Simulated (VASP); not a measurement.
Computed with PBE GGA, VASP's PBE PAW potentials (set 64) (plane waves; VASP 6.6.1).

Input for VASP

File POSCAR:
```
Mg
1
    1.5000994857    -2.5982489961     0.0000000000
    1.5000994857     2.5982489961     0.0000000000
    0.0000000000     0.0000000000     4.8617335966
Mg
2
Direct
  0.3333330000   0.6666670000   0.2500000000
  0.6666670000   0.3333330000   0.7500000000
```

### INCAR
```
ALGO=Normal
LCHARG=F
ENCUT=500   ! plane-wave cut-off (eV)
SYSTEM=Mg
LWAVE=F
LASPH=T   ! aspherical one-centre terms
EDIFFG=-0.02   ! ionic stop
LREAL=F   ! projection in real space or not
NELM=100
IBRION=2
ISMEAR=1   ! Methfessel-Paxton
ISIF=3
NSW=40   ! most ionic steps
GGA=PE
EDIFF=1E-6   ! SCF stop (eV)
SIGMA=0.1
PSTRESS=100
PREC=Accurate
```

KPOINTS:
```
Automatic mesh
0
Gamma
14 14 8
0 0 0
```

POTCAR, in this order: Mg (PBE.64 set). Program: vasp_std.

Output of the run:

File OSZICAR:
```
       N       E                     dE             d eps       ncg     rms          rms(c)
DAV:   1     0.430600324890E+00    0.43060E+00   -0.12884E+03  1440   0.460E+02
DAV:   2    -0.280507117858E+01   -0.32357E+01   -0.30236E+01  1932   0.307E+01
DAV:   3    -0.282675930402E+01   -0.21688E-01   -0.21647E-01  2064   0.338E+00
DAV:   4    -0.282681853060E+01   -0.59227E-04   -0.59227E-04  1908   0.144E-01
DAV:   5    -0.282681899191E+01   -0.46131E-06   -0.46106E-06  1992   0.987E-03    0.943E-01
DAV:   6    -0.281751103649E+01    0.93080E-02   -0.27077E-04  1812   0.200E-01    0.602E-01
DAV:   7    -0.280899763799E+01    0.85134E-02   -0.88095E-04  1626   0.322E-01    0.302E-02
DAV:   8    -0.280898195232E+01    0.15686E-04   -0.14320E-05  2220   0.318E-02    0.638E-03
DAV:   9    -0.280898082104E+01    0.11313E-05   -0.11149E-06  1464   0.791E-03    0.696E-04
DAV:  10    -0.280898086487E+01   -0.43826E-07   -0.16313E-08  1056   0.106E-03
   1 F= -.44354378E+00 E0= -.44353809E+00  d E =-.443544E+00
```

File OUTCAR:
```
------------------------ aborting loop because EDIFF is reached ----------------------------------------
  FORCE on cell =-STRESS in cart. coord.  units (eV):
  Direction    XX          YY          ZZ          XY          YZ          ZX
  --------------------------------------------------------------------------------------
  Total        2.3639556      2.3639564      2.3600849      0.0000000      0.0000000      0.0000000
  in kB       99.9373688     99.9374050     99.7737329      0.0000000      0.0000000      0.0000000
  external PRESSURE =      -0.1171645 kB  Pullay stress =     100.0000000 kB
  volume of cell :       37.90
      direct lattice vectors                 reciprocal lattice vectors
     1.500099486 -2.598248996  0.000000000     0.333311227 -0.192437292  0.000000000
     1.500099486  2.598248996  0.000000000     0.333311227  0.192437292  0.000000000
     0.000000000  0.000000000  4.861733597     0.000000000  0.000000000  0.205687947
 POSITION                                       TOTAL-FORCE (eV/Angst)
 -----------------------------------------------------------------------------------
      1.50010      0.86608      1.21543        -0.000000      0.000000      0.000000
      1.50010     -0.86608      3.64630         0.000000     -0.000000      0.000000
 -----------------------------------------------------------------------------------
    total drift:                               -0.000000     -0.000007      0.000001
  FREE ENERGIE OF THE ION-ELECTRON SYSTEM (eV)
  ---------------------------------------------------
  free  energy   TOTEN  =        -2.8089808649 eV

  energy  without entropy=       -2.8089637985  energy(sigma->0) =       -2.80897518
  enthalpy is  TOTEN    =        -0.4435437808 eV   P V=        2.3654370840

 reached required accuracy - stopping structural energy minimisation
```
(Selected blocks of OUTCAR.)

The compound is Mg in the hcp structure. It was relaxed first under an external pressure of 10 GPa.
